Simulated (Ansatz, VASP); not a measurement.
**TiSn in two plane-wave programs**

One calculation is typed for both programs; each brings its own data sets. How far apart do they land? The cell is generated by rule, not measured, and may not be a known phase. Of the first pair: The cell is taken from a series of runs on this material, whose earlier steps may have relaxed, scaled, displaced or heated it; both programs get it as it stands.

Calculated with Ansatz 0.2.0; plane waves, with VASP 6.6.1 beside it; relaxation of cell and atoms at PBE.

### Step 1. Set-up

The structure is hexagonal, space group P6_3/mmc (No. 194). Conventional cell: a = 4.803 Å, b = 4.803 Å, c = 5.464 Å, α = 90.00°, β = 90.00°, γ = 120.00°. Nearest to Ti lie 5 Sn at 2.73 to 2.77 Å. Nearest to Sn lie 5 Ti at 2.73 to 2.77 Å. Farther neighbours are not listed.

### Step 2. VASP: relaxation of cell and atoms, PBE, pair 1

The relaxed volume is the usual yardstick between codes: in a stiff, nearly cubic crystal its relative difference is about their pressure difference at one cell divided by the bulk modulus.

Lines of VASP's logs that name or quote its potential files are left out, and so is its time.

INCAR reads:

```
SYSTEM = TiSn
PREC = Accurate
ENCUT = 500
EDIFF = 1E-07
NELM = 120
ISMEAR = 1
SIGMA = 0.15
LREAL = .FALSE.
ALGO = Normal
GGA = PE
NBANDS = 32
LASPH = .TRUE.
LORBIT = 11
LWAVE = .FALSE.
LCHARG = .FALSE.
ISIF = 3
IBRION = 2
NSW = 80
EDIFFG = -0.005
GGA_COMPAT = .FALSE.
NELMIN = 4
KPAR = 2
```

POSCAR reads:

```
TiSn
1.0
    4.8031260000      0.0000030000      0.0000000000
   -2.4015660000      4.1596280000      0.0000000000
    0.0000000000      0.0000000000      5.4642420000
Ti Sn
2 2
Direct
    0.3333332130      0.6666666666      0.2500000000
    0.6666665464      0.3333333332      0.7500000000
    0.6666665464      0.3333333332      0.2500000000
    0.3333332130      0.6666666666      0.7500000000
```

KPOINTS reads:

```
Automatic mesh
0
Gamma
10 10 6
0 0 0
```

The projector-augmented-wave data sets are Ti_sv and Sn_d (PBE family, release 64).

Run with:

```sh
> mpirun -np 2 vasp_std
```

Numbers of over 12 decimals in the logs are rounded to 6 here.

The program printed:

```text
[banner, memory and clock lines left out]
running    2 mpi-ranks, on    1 nodes
 distrk:  each k-point on    1 cores,    2 groups
 distr:  one band on    1 cores,    1 groups

 POSCAR found type information on POSCAR TiSn
 POSCAR found :  2 types and       4 ions
 LDA part: xc-table for (Slater+PW92), standard interpolation
 POSCAR, INCAR and KPOINTS ok, starting setup
 FFT: planning ... GRIDC
 FFT: planning ... GRID_SOFT
 FFT: planning ... GRID
 WAVECAR not read
 entering main loop
       N       E                     dE             d eps       ncg     rms          rms(c)
DAV:   1     0.582435895457E+03    0.58244E+03   -0.26957E+04  3608   0.220E+03
DAV:   2     0.558152529473E+02   -0.52662E+03   -0.51941E+03  3608   0.592E+02
DAV:   3    -0.185678000467E+02   -0.74383E+02   -0.73504E+02  5112   0.201E+02
DAV:   4    -0.260409206147E+02   -0.74731E+01   -0.74031E+01  5512   0.534E+01
DAV:   5    -0.265929305364E+02   -0.55201E+00   -0.55192E+00  5168   0.101E+01    0.136E+01
DAV:   6    -0.233817013651E+02    0.32112E+01   -0.51340E+01  4608   0.361E+01    0.759E+00
DAV:   7    -0.224732067932E+02    0.90849E+00   -0.11872E+01  4560   0.198E+01    0.313E+00
DAV:   8    -0.224369018353E+02    0.36305E-01   -0.11034E+00  4992   0.632E+00    0.122E+00
DAV:   9    -0.224248268971E+02    0.12075E-01   -0.12004E-01  4720   0.223E+00    0.527E-01
DAV:  10    -0.224266493212E+02   -0.18224E-02   -0.27325E-02  5248   0.892E-01    0.157E-01
DAV:  11    -0.224263640096E+02    0.28531E-03   -0.53077E-03  4648   0.451E-01    0.777E-02
DAV:  12    -0.224263664925E+02   -0.24828E-05   -0.55323E-04  5400   0.128E-01    0.146E-02
DAV:  13    -0.224263698505E+02   -0.33581E-05   -0.30338E-05  4528   0.417E-02    0.520E-03
DAV:  14    -0.224263715307E+02   -0.16802E-05   -0.36121E-06  4240   0.105E-02    0.288E-03
DAV:  15    -0.224263720364E+02   -0.50571E-06   -0.13082E-06  3960   0.511E-03    0.855E-04
DAV:  16    -0.224263719070E+02    0.12940E-06   -0.11929E-07  3048   0.287E-03    0.290E-04
DAV:  17    -0.224263718761E+02    0.30893E-07   -0.12853E-08  2904   0.993E-04
   1 F= -.22426372E+02 E0= -.22426915E+02  d E =-.224264E+02
 curvature:   0.00 expect dE= 0.000E+00 dE for cont linesearch  0.000E+00
 trial: gam= 0.00000 g(F)=  0.234E-39 g(S)=  0.683E-04 ort = 0.000E+00 (trialstep = 0.100E+01)
 search vector abs. value=  0.683E-04
 bond charge predicted
       N       E                     dE             d eps       ncg     rms          rms(c)
DAV:   1    -0.224271194735E+02   -0.74757E-03   -0.19817E-02  4112   0.142E+00    0.163E-01
DAV:   2    -0.224265502612E+02    0.56921E-03   -0.25676E-03  4440   0.450E-01    0.721E-02
DAV:   3    -0.224264069954E+02    0.14327E-03   -0.36505E-04  4680   0.160E-01    0.277E-02
DAV:   4    -0.224263920792E+02    0.14916E-04   -0.11265E-04  5384   0.666E-02    0.127E-02
DAV:   5    -0.224263932009E+02   -0.11216E-05   -0.12043E-05  5192   0.269E-02    0.725E-03
DAV:   6    -0.224263955343E+02   -0.23335E-05   -0.39272E-06  5904   0.126E-02    0.524E-03
DAV:   7    -0.224263955910E+02   -0.56653E-07   -0.27967E-06  4392   0.965E-03    0.911E-04
DAV:   8    -0.224263956563E+02   -0.65289E-07   -0.14980E-07  3136   0.273E-03
   2 F= -.22426396E+02 E0= -.22426950E+02  d E =-.237801E-04
 trial-energy change:   -0.000024  1 .order   -0.000023   -0.000068    0.000022
 step:   0.7628(harm=  0.7524)  dis= 0.00000  next Energy=   -22.426398 (dE=-0.264E-04)
 bond charge predicted
       N       E                     dE             d eps       ncg     rms          rms(c)
DAV:   1    -0.224264396010E+02   -0.44010E-04   -0.11148E-03  4096   0.337E-01    0.388E-02
DAV:   2    -0.224264081436E+02    0.31457E-04   -0.14715E-04  4416   0.107E-01    0.171E-02
DAV:   3    -0.224264004035E+02    0.77401E-05   -0.20305E-05  4680   0.367E-02    0.672E-03
DAV:   4    -0.224263989835E+02    0.14200E-05   -0.63037E-06  5528   0.156E-02    0.303E-03
DAV:   5    -0.224263986911E+02    0.29244E-06   -0.65558E-07  4032   0.625E-03    0.174E-03
DAV:   6    -0.224263983825E+02    0.30853E-06   -0.19042E-07  3360   0.312E-03    0.104E-03
DAV:   7    -0.224263982881E+02    0.94396E-07   -0.99182E-08  2480   0.264E-03
   3 F= -.22426398E+02 E0= -.22426950E+02  d E =-.264120E-04
 curvature:  -0.38 expect dE=-0.182E-06 dE for cont linesearch -0.706E-10
 trial: gam= 0.00877 g(F)=  0.135E-39 g(S)=  0.486E-06 ort =-0.113E-06 (trialstep = 0.953E+00)
 search vector abs. value=  0.489E-06
 reached required accuracy - stopping structural energy minimisation
```

Parts of OUTCAR (step 2):

```text
ion  position               nearest neighbor table
   1  0.333  0.667  0.250-   4 2.73   4 2.73   3 2.77   3 2.77   3 2.77
   2  0.667  0.333  0.750-   3 2.73   3 2.73   4 2.77   4 2.77   4 2.77
   3  0.667  0.333  0.250-   2 2.73   2 2.73   1 2.77   1 2.77   1 2.77
   4  0.333  0.667  0.750-   1 2.73   1 2.73   2 2.77   2 2.77   2 2.77

  LATTYP: Found a hexagonal cell.
 ALAT       =     4.8031260000
 C/A-ratio  =     1.1376428601

 Subroutine GETGRP returns: Found 24 space group operations
 (whereof 12 operations were pure point group operations)

The static configuration has the point symmetry D_3d.
 The point group associated with its full space group is D_6h.

 Found     56 irreducible k-points:

   k-points           NKPTS =     56   k-points in BZ     NKDIM =     56   number of bands    NBANDS=     32

   dimension x,y,z NGX =    36 NGY =   36 NGZ =   40
   dimension x,y,z NGXF=    72 NGYF=   72 NGZF=   80

   ENCUT  =  500.0 eV  36.75 Ry    6.06 a.u.   8.76  8.76  9.96*2*pi/ulx,y,z

   NELECT =      52.0000    total number of electrons

 k-points in reciprocal lattice and weights: Automatic mesh
   0.00000000  0.00000000  0.00000000       0.002
   0.10000000 -0.00000000  0.00000000       0.010
   0.20000000 -0.00000000  0.00000000       0.010
   0.30000000 -0.00000000  0.00000000       0.010
   0.40000000 -0.00000000  0.00000000       0.010
   0.50000000 -0.00000000  0.00000000       0.005
   0.10000000  0.10000000  0.00000000       0.010
   0.20000000  0.10000000  0.00000000       0.020
   0.30000000  0.10000000  0.00000000       0.020
[...]
0.40000000  0.20000000  0.50000000       0.010
   0.30000000  0.30000000  0.50000000       0.010

 average (electrostatic) potential at core
       1 -75.7063       2 -75.7063       3-100.4960       4-100.4960

 E-fermi :   5.6087

 k-point     1 :       0.0000    0.0000    0.0000
  band No.  band energies     occupation
    ...
     21       3.3564      2.00000
     22       4.0986      2.00000
     23       4.0986      2.00000
     24       4.6045      2.00000
     25       4.6045      2.00000
     26       5.8052     -0.06894
     27       5.8052     -0.06894
     28       6.3402     -0.00000
     29       6.7647     -0.00000
     30       6.7647     -0.00000
    ...

 k-point     2 :       0.1000   -0.0000    0.0000
  band No.  band energies     occupation
    ...
     21       3.4019      2.00000
     22       4.0030      2.00000
     23       4.0871      2.00000
     24       4.5367      2.00000
     25       4.6992      2.00000
     26       5.7236      0.03842
     27       5.7740     -0.06544
     28       6.3816     -0.00000
     29       6.7933     -0.00000
     30       6.8164     -0.00000
    ...

 k-point     3 :       0.2000   -0.0000    0.0000
  band No.  band energies     occupation
    ...
     22       3.7299      2.00000
     23       4.0843      2.00000
     24       4.4489      2.00000
     25       4.9409      2.00000
     26       5.5030      1.92311
     27       5.7001      0.15182
     28       6.4438     -0.00000
     29       6.8604     -0.00000
     30       6.9577     -0.00000
     31       7.2330     -0.00000
    ...

  Total       -0.0021080     -0.0021080     -0.0056035      0.0000000      0.0000000      0.0000000
  in kB       -0.0309529     -0.0309529     -0.0822781      0.0000000      0.0000000      0.0000000
  external PRESSURE =      -0.0480613 kB  Pullay stress =       0.0000000 kB

  energy-cutoff  :      500.00
  volume of cell :      109.11
      direct lattice vectors                 reciprocal lattice vectors
     4.801072354  0.000002999  0.000000000     0.208286725  0.120254580 -0.000000000
    -2.400539176  4.157849491  0.000000000    -0.000000150  0.240508860 -0.000000000
     0.000000000  0.000000000  5.466084149     0.000000000 -0.000000000  0.182946324

 POSITION                                       TOTAL-FORCE (eV/Angst)
 -----------------------------------------------------------------------------------
     -0.00000      2.77190      1.36652        -0.000000     -0.000000      0.000000
      2.40053      1.38595      4.09956         0.000000     -0.000000      0.000000
      2.40053      1.38595      1.36652        -0.000000     -0.000000      0.000000
     -0.00000      2.77190      4.09956         0.000000      0.000000      0.000000
 -----------------------------------------------------------------------------------
    total drift:                                0.002656     -0.000037     -0.000000

  FREE ENERGIE OF THE ION-ELECTRON SYSTEM (eV)
  ---------------------------------------------------
  free  energy   TOTEN  =       -22.4263982881 eV

  energy  without entropy=      -22.4280527264  energy(sigma->0) =      -22.42694977

 reached required accuracy - stopping structural energy minimisation

 total charge
# of ion       s       p       d       tot
------------------------------------------
    1        2.169   6.074   1.912  10.155
    2        2.169   6.074   1.912  10.155
    3        1.180   1.380   9.953  12.513
    4        1.180   1.380   9.953  12.513
--------------------------------------------------
tot          6.697  14.908  23.731  45.336

[... 3 further parts left out ...]
```

CONTCAR:

```
TiSn
   1.00000000000000
     4.8010723540751892    0.0000029989157399    0.0000000000000000
    -2.4005391755830527    4.1578494905308574    0.0000000000000000
     0.0000000000000000    0.0000000000000000    5.4660841488300962
  Ti              Sn
     2     2
Direct
     0.3333332130000031    0.6666666666000012    0.2500000000000000
     0.6666665464000019    0.3333333332000024    0.7500000000000000
     0.6666665464000019    0.3333333332000024    0.2500000000000000
     0.3333332130000031    0.6666666666000012    0.7500000000000000
```

The run keeps the 24 symmetry operations of its start, so it cannot find a distortion of lower symmetry.

### Step 3. Ansatz: relaxation of cell and atoms, PBE, pair 1

Ansatz runs on its default PAW (the set named soft_2) files.

The same cell, functional, mesh and smearing now go to Ansatz, which takes its cutoff from its data sets.

input.yaml reads:

```yaml
crystal:
  lattice:
    - [4.8031259571, 3.1021e-06, 0.0]
    - [-2.401565665, 4.1596275454, 0.0]
    - [0.0, 0.0, 5.4642415653]
  atoms:
    - { symbol: Ti, position: [0.3333333333, 0.6666666667, 0.25] }
    - { symbol: Ti, position: [0.6666666667, 0.3333333333, 0.75] }
    - { symbol: Sn, position: [0.6666666667, 0.3333333333, 0.25] }
    - { symbol: Sn, position: [0.3333333333, 0.6666666667, 0.75] }
kpoints:
  mp_grid: { grid: [10, 10, 6] }
hamiltonian:
  xc: pbe
scf:
  occupations: { method: methfessel_paxton, width: 0.15 }
output:
  forces: true
  stress: true
  eigenvalues: true
relax:
  adjacent_minimum: "off"
  f_tol: 0.001
  max_steps: 60
  cell: { stress_tol: 0.01 }
```

Run with:

```sh
> ansatz run input.yaml --threads 4 --pin off --max-ram 7168MiB --backend cpu --events-out ev --progress --plain --runs-dir out
```

The program printed:

```text
Engine: ansatz 0.2.0, aarch64-unknown-linux-gnu
Pseudopotentials: kind: paw
Pseudopotential: Ti, paw, valence charge 12, recommended cutoff 420 eV (normal), Ti.paw.azcp
Pseudopotential: Sn, paw, valence charge 14, recommended cutoff 420 eV (normal), Sn.paw.azcp
Functional definition: PBE
  parameter kappa = 0.804
  parameter beta = 0.066725
  exchange = pbe_x(kappa = kappa, mu = beta*pi^2/3)
  correlation = pbe_c(beta = beta)
Crystal: 4 atoms, lattice volume = 109.171 Å³
Basis set: ecut = 420 eV, 2119 PW (Γ), exchange–correlation on 72×72×80 points (8 copies of the dense FFT grid, shifted against one another)
Bands: 32, of which v1, the nominal top of the filled ones, is band 26 counted from 1 (25 counted from 0)
Symmetry: 24 space group operations
Space group: P63/mmc (ITA 194), of the structure as read, at distance tolerance 4.8e-5 Å
k-points: 56 of 600
Non-local potential: Ti, projectors of the file, l = 0: 3, l = 1: 2, l = 2: 3, l = 3: 1
Non-local potential: Sn, projectors of the file, l = 0: 2, l = 1: 2, l = 2: 2, l = 3: 2
PAW form: soft (Blöchl's): semilocal exchange-correlation on the pseudo side does not see the compensation charge
PAW one-centre angular grid: Ti, 590 points (default); XC on 64 Gauss nodes
PAW one-centre angular grid: Sn, 590 points (default); XC on 64 Gauss nodes
Initial density: superposition of atomic densities (neutral atoms: chi_scale 0, normalization atom), corrected by the library's trained network
Initial wavefunctions: pseudopotential atomic-orbital guess
Functional: x = pbe(κ = 0.804, μ = 0.219515), c = pbe(β = 0.066725)
SCF iter   1: F=—  HF=-17046.840722 eV  |F-HF|=—  |Δ(HF+E_count)|=         —  Δρ=7.75e-3  dr2=8.29e-2  ethr=1.77e-3  ⟨swp⟩=6.1  Hψ=7681  notcnv=0
preconditioner: auto → LDOS  [metal: Δε(μ)=0.047 eV  Ē_g=13.894 eV  σ=0.150 eV  W_gap=0.26  n_scr=22 (ndim 8)  ℏωp=21.3 eV  f_vac=0.065  D(μ)=1.37/eV (n_scr^D=2)  β→1.0]
SCF iter   2: F=—  HF=-17046.853026 eV  |F-HF|=—  |Δ(HF+E_count)|=   1.23e-2  S|Δr|=    0.00e0  Δρ=1.04e-2  dr2=1.60e-1  ethr=1.59e-4  ⟨swp⟩=2.1  Hψ=3962  notcnv=0  defer=16
SCF iter   3: F=—  HF=-17046.824723 eV  |F-HF|=—  |Δ(HF+E_count)|=   2.83e-2  S|Δr|=    0.00e0  Δρ=1.86e-3  dr2=4.60e-3  ethr=1.59e-4  ⟨swp⟩=2.5  Hψ=3180  notcnv=0  defer=16
SCF iter   4: F=—  HF=-17046.823836 eV  |F-HF|=—  |Δ(HF+E_count)|=   8.87e-4  S|Δr|=    0.00e0  Δρ=2.30e-4  dr2=6.55e-5  ethr=8.84e-6  ⟨swp⟩=2.0  Hψ=2086  notcnv=0  defer=16
SCF iter   5: F=—  HF=-17046.823808 eV  |F-HF|=—  |Δ(HF+E_count)|=   2.85e-5  S|Δr|=    0.00e0  Δρ=3.54e-5  dr2=1.23e-6  ethr=1.26e-7  ⟨swp⟩=2.0  Hψ=3037  notcnv=0  defer=6
SCF iter   6: F=-17046.823808 eV  HF=-17046.823808 eV  |F-HF|=1.16e-8  |Δ(HF+E_count)|=   1.40e-7  S|Δr|=    0.00e0  Δρ=5.90e-6  dr2=2.69e-8  ethr=1.92e-10  ⟨swp⟩=7.5  Hψ=8147  notcnv=0
SCF 1 converged in 6 iterations: F = -17046.823808 eV  dr2 = 2.69e-8
  greatest PAW one-centre occupation: 0.999 electrons in one spin orbital (limit 2), on the Ti atom at site 1 (counted from 0), in its partial waves of l = 0
relax step   1: F+E_penalty+E_count = -17046.82380772 eV  Δ(F+E_penalty+E_count) = +0.000e0 eV  max|allowed force component| = 2.602e-17 eV/Å  Δτ_max = 0.0000 Å  P = -0.007 GPa  Ω = 109.171 Å³  (6 SCF iters, dr2 threshold 1.00e-7 eV, accepted)
[...]
relax step   2: F+E_penalty+E_count = -17046.82381414 eV  Δ(F+E_penalty+E_count) = -6.420e-6 eV  max|allowed force component| = 6.794e-17 eV/Å  Δτ_max = 0.0000 Å  P = +0.007 GPa  Ω = 109.133 Å³  energy of the carried Pulay correction = +4.852e-6 eV  (5 SCF iters, dr2 threshold 1.76e-9 eV, accepted)
[...]
relax step   3: F+E_penalty+E_count = -17046.82381418 eV  Δ(F+E_penalty+E_count) = -3.292e-8 eV  max|allowed force component| = 2.689e-17 eV/Å  Δτ_max = 0.0000 Å  P = -0.000 GPa  Ω = 109.151 Å³  energy of the carried Pulay correction = +2.589e-6 eV  (4 SCF iters, dr2 threshold 9.31e-10 eV, accepted)
[...]
relax step   4: F+E_penalty+E_count = -17046.82380994 eV  Δ(F+E_penalty+E_count) = +4.242e-6 eV  max|allowed force component| = 3.065e-17 eV/Å  Δτ_max = 0.0000 Å  P = +0.000 GPa  Ω = 109.151 Å³  stress off target by 2.30e-4 GPa  SCF on the basis re-selected at this cell (its energy is not comparable with the rows above)  (5 SCF iters)
basis re-selected at this cell: Δ(F+E_penalty+E_count) = +4.242e-6 eV, ΔP = +0.000 GPa vs the last step (what re-selecting the basis moved, of the pressure what is left beyond the Pulay correction that the steps carried, after the strain that the cell walked since its last selection, with what the two solves' SCF thresholds leave and, on support functions, any second-order correction that the steps lacked; it is no m [...]
SCF converged after 5 iterations
Stability not checked: this state was not tested for a lower state beside it, because cold or Methfessel-Paxton smearing, or corrected tetrahedra, fill the levels in a way that the test cannot read (fill_not_monotonic; see scf.lower_state_search)
Free energy (F): -17046.823810 eV
Harris-Foulkes:  -17046.823810 eV  (|F-HF|=0.00e0)
Internal energy: -17046.825404 eV  (E = F + TS)
E sigma→0 (E₀):  -17046.824208 eV
Entropy (-TS):   0.001594 eV (0.399 meV/atom)
Fermi energy:    8.559171 eV
--- Per-component energies (eV) ---
  E_band       = -642.459630
  E_kinetic    = 917.409749
  E_local      = -4467.128477  (includes V_loc(G=0)·N_el)
  E_nonlocal   = -44.851650
  E_hartree    = 2221.583376
  E_xc         = -957.829523
  E_vxc        = -433.347930  (∫ρ·V_xc dr)
  E_paw        = -10371.161993  (= ΣΔE_a)
  E_vpaw       = -1057.708350  (= ΣTr[D̂ρ^β])
  E_aug_tail   = 0.000259  (compensation charges beyond the density's cutoff)
  E_ewald      = -4344.847147
  E_smearing   = 0.001594  (= −TS)
  E_closure    = 0.000000  (closes the sum)
  Σ components = -17046.823810   (vs F -17046.823810, Δ=0.00e0)
--- Forces (eV/Å), atoms counted from 1 ---
  atom   1  Ti     0.00000000     0.00000000     0.00000000
  atom   2  Ti    -0.00000000    -0.00000000    -0.00000000
  atom   3  Sn    -0.00000000    -0.00000000    -0.00000000
  atom   4  Sn     0.00000000     0.00000000     0.00000000
  max |Σ_I F_I| component: 6.94e-18 eV/Å
--- Stress (GPa, compression-positive) ---
        0.000119      -0.000000      -0.000000
        0.000000       0.000119      -0.000000
       -0.000000      -0.000000      -0.000230
  P = ⅓ Tr σ = 0.0000 GPa (0.000 kbar)
--- Band table (eV; the first three rows and the last of 56) ---
  k-point 0: bands = [... 22 lower, 7.0499, 7.5580, 7.5580, 8.7546, 8.7546, 9.2890, 9.7158, 9.7158, ... 2 higher]
  k-point 1: bands = [... 22 lower, 7.0250, 7.4256, 7.4256, 8.8845, 8.9258, 8.9258, 9.7381, 9.7381, ... 2 higher]
  k-point 2: bands = [... 22 lower, 6.9965, 7.1987, 7.1987, 7.9349, 9.2573, 9.2573, 9.7159, 9.7159, ... 2 higher]
  k-point 55: bands = [... 22 lower, 6.8195, 6.8195, 7.9247, 7.9247, 8.9100, 8.9100, 9.5790, 9.5790, ... 2 higher]
--- Relaxed structure (3 steps of the walk, 3 accepted, 1 SCFs on fresh bases) ---
  F+E_penalty+E_count = -17046.82380994 eV   max|allowed force component| = 3.065e-17 eV/Å   (the final SCF, on the basis selected at the relaxed cell)
  cell:  # Å, volume = 109.1510 Å³
    - [4.802350, 3.101571204075277e-6, 0]
    - [-2.401177, 4.158955, 0]
    - [0, 0, 5.464992]
  atoms:
    - { symbol: Ti, position: [0.333333, 0.666667, 0.25] }
    - { symbol: Ti, position: [0.666667, 0.333333, 0.75] }
    - { symbol: Sn, position: [0.666667, 0.333333, 0.25] }
    - { symbol: Sn, position: [0.333333, 0.666667, 0.75] }
```

### Step 4. Comparison

Known differences besides the potentials themselves: the cutoff is 420 eV in Ansatz and 500 eV in VASP; Ansatz adds a Pulay correction to the stress that steers its cell, VASP none. Total energies have different zeros and are not compared.

The two programs side by side:

| quantity | Ansatz | VASP | difference |
| --- | --- | --- | --- |
| volume (Å³) | 109.15 | 109.11 | +0.03 % |
| edge a after relaxation, in the typed setting (Å) | 4.802 | 4.801 | +0.02 % |
| edge c after relaxation, in the typed setting (Å) | 5.465 | 5.466 | -0.02 % |

(Part 1 of 2 ends here.)

[Lines on the potential files, build, host, timing and source positions are cut from VASP's logs without a mark.]

[Logs are printed without paths, hosts, clocks, repeated set-up lines and the standing remarks that a program may print on its own settings, such as how far it seeks lower states.]

[Hosts, paths, dates, database ids (printed as entryN), source tags and the programs' standing remarks are cut or masked in the printed files.]
